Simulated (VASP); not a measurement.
Input:

```xyz
64
Lattice="10.9371 0.0000 0.0000 0.0000 10.9371 0.0000 0.0000 0.0000 10.9371" Properties=species:S:1:pos:R:3 pbc="T T T"
Si     5.4685     0.0000     0.0000
Si     6.8357     1.3671     1.3671
Si     8.2028     2.7343     0.0000
Si     9.5699     4.1014     1.3671
Si     8.2028     0.0000     2.7343
Si     9.5699     1.3671     4.1014
Si     0.0000     0.0000     0.0000
Si     1.3671     1.3671     1.3671
Si     2.7343     2.7343     0.0000
Si     4.1014     4.1014     1.3671
Si     5.4685     5.4685     0.0000
Si     6.8357     6.8357     1.3671
Si     8.2028     8.2028     0.0000
Si     9.5699     9.5699     1.3671
Si     2.7343     0.0000     2.7343
Si     4.1014     1.3671     4.1014
Si     5.4685     2.7343     2.7343
Si     6.8404     4.1485     4.1414
Si     8.2028     5.4685     2.7343
Si     9.5699     6.8357     4.1014
Si     5.4685     0.0000     5.4685
Si     6.8357     1.3671     6.8357
Si     8.2028     2.7343     5.4685
Si     9.5699     4.1014     6.8357
Si     8.2028     0.0000     8.2028
Si     9.5699     1.3671     9.5699
Si     0.0000     5.4685     0.0000
Si     1.3671     6.8357     1.3671
Si     2.7343     8.2028     0.0000
Si     4.1014     9.5699     1.3671
Si     0.0000     2.7343     2.7343
Si     1.3671     4.1014     4.1014
Si     2.7343     5.4685     2.7343
Si     4.1121     6.8549     4.1055
Si     5.4685     8.2028     2.7343
Si     6.8357     9.5699     4.1014
Si     0.0000     0.0000     5.4685
Si     1.3671     1.3671     6.8357
Si     2.7343     2.7343     5.4685
Si     4.1136     4.1486     6.8524
Si     6.8117     6.7944     6.8532
Si     8.2028     8.2028     5.4685
Si     9.5699     9.5699     6.8357
Si     2.7343     0.0000     8.2028
Si     4.1014     1.3671     9.5699
Si     5.4685     2.7343     8.2028
Si     6.8357     4.1014     9.5699
Si     8.2028     5.4685     8.2028
Si     9.5699     6.8357     9.5699
Si     0.0000     8.2028     2.7343
Si     1.3671     9.5699     4.1014
Si     0.0000     5.4685     5.4685
Si     1.3671     6.8357     6.8357
Si     2.7343     8.2028     5.4685
Si     4.1014     9.5699     6.8357
Si     0.0000     2.7343     8.2028
Si     1.3671     4.1014     9.5699
Si     2.7343     5.4685     8.2028
Si     4.1014     6.8357     9.5699
Si     5.4685     8.2028     8.2028
Si     6.8357     9.5699     9.5699
Si     0.0000     8.2028     8.2028
Si     1.3671     9.5699     9.5699
As     5.4632     5.4408     5.5074
```
Cell charge +1.

Calculation: PBE GGA, VASP's PBE PAW potentials (set 64) (plane waves; VASP 6.6.1). Run with PREC = Normal, LREAL = Auto, ISYM = 0, NELECT = 256.0, EDIFF = 1E-5, 400 eV cut-off, 1×1×1 Γ-centred mesh, Gaussian smearing of 0.050 eV, potentials Si As.

The cell is charged, with a uniform compensating background. The supercell is sampled at Γ alone, which is coarse: total energies, pressure and levels can be off, energies of defects by several tenths of an eV.

Task: The ions are relaxed. Predict the relaxed structure.

Result: 
```xyz
64
Lattice="10.9371 0.0000 0.0000 0.0000 10.9371 0.0000 0.0000 0.0000 10.9371" Properties=species:S:1:pos:R:3 pbc="T T T"
Si     5.4687     0.0014     0.0025
Si     6.8403     1.3667     1.3690
Si     8.2048     2.7311     0.0031
Si     9.5702     4.0964     1.3687
Si     8.2046     0.0003     2.7340
Si     9.5716     1.3676     4.0964
Si    10.9370    10.9368    10.9367
Si     1.3671     1.3671     1.3669
Si     2.7338     2.7333     0.0012
Si     4.1021     4.1014     1.3632
Si     5.4679     5.4674     0.0020
Si     6.8364     6.8367     1.3594
Si     8.2046     8.2045    10.9362
Si     9.5702     9.5705     1.3670
Si     2.7343     0.0023     2.7342
Si     4.1025     1.3639     4.1019
Si     5.4559     2.7289     2.7288
Si     6.8779     4.0650     4.0657
Si     8.2126     5.4868     2.7264
Si     9.5775     6.8383     4.1026
Si     5.4684     0.0006     5.4681
Si     6.8358     1.3601     6.8361
Si     8.2132     2.7253     5.4857
Si     9.5794     4.1002     6.8375
Si     8.2038    10.9367     8.2038
Si     9.5703     1.3670     9.5701
Si    10.9355     5.4684     0.0037
Si     1.3658     6.8402     1.3674
Si     2.7318     8.2054     0.0029
Si     4.0964     9.5728     1.3680
Si     0.0010     2.7336     2.7332
Si     1.3623     4.1021     4.1013
Si     2.7264     5.4541     2.7261
Si     4.0598     6.8809     4.0610
Si     5.4865     8.2137     2.7245
Si     6.8375     9.5769     4.1032
Si    10.9347    10.9367     5.4687
Si     1.3654     1.3648     6.8403
Si     2.7246     2.7254     5.4549
Si     4.0536     4.0592     6.8872
Si     6.8775     6.8761     6.8850
Si     8.2102     8.2096     5.4561
Si     9.5694     9.5711     6.8409
Si     2.7331     0.0008     8.2045
Si     4.0966     1.3658     9.5728
Si     5.4847     2.7238     8.2148
Si     6.8371     4.0995     9.5806
Si     8.2152     5.4498     8.2166
Si     9.5728     6.8411     9.5726
Si     0.0009     8.2050     2.7336
Si     1.3664     9.5737     4.0965
Si     0.0002     5.4681     5.4678
Si     1.3581     6.8380     6.8355
Si     2.7236     8.2146     5.4851
Si     4.1013     9.5783     6.8368
Si     0.0023     2.7320     8.2051
Si     1.3640     4.0964     9.5756
Si     2.7197     5.4885     8.2183
Si     4.1003     6.8384     9.5810
Si     5.4523     8.2141     8.2158
Si     6.8409     9.5734     9.5729
Si    10.9357     8.2053     8.2038
Si     1.3670     9.5707     9.5701
As     5.4632     5.4692     5.4783
```
Cell charge +1.

Task: How much energy does the relaxation gain?

Result: The energy (σ→0) changes by -4.9 meV/atom, in 8 ionic steps.

| step | E(σ→0) (eV) | max force (eV/Å) | pressure (GPa) | volume (Å³) |
|---|---|---|---|---|
| 1 | -345.3091 | 1.738 | -0.18 | 1308.29 |
| 2 | -345.5775 | 0.394 | -0.21 | 1308.29 |
| 3 | -345.5843 | 0.355 | -0.21 | 1308.29 |
| 4 | -345.6122 | 0.138 | -0.21 | 1308.29 |
| 5 | -345.6150 | 0.106 | -0.21 | 1308.29 |
| 6 | -345.6216 | 0.055 | -0.21 | 1308.29 |
| 7 | -345.6223 | 0.054 | -0.21 | 1308.29 |
| 8 | -345.6234 | 0.027 | -0.21 | 1308.29 |

The cell is a supercell with a defect, built from Si (diamond): As_Si, charge +1. The run is not spin-polarised, so no state with unpaired spins was tried.
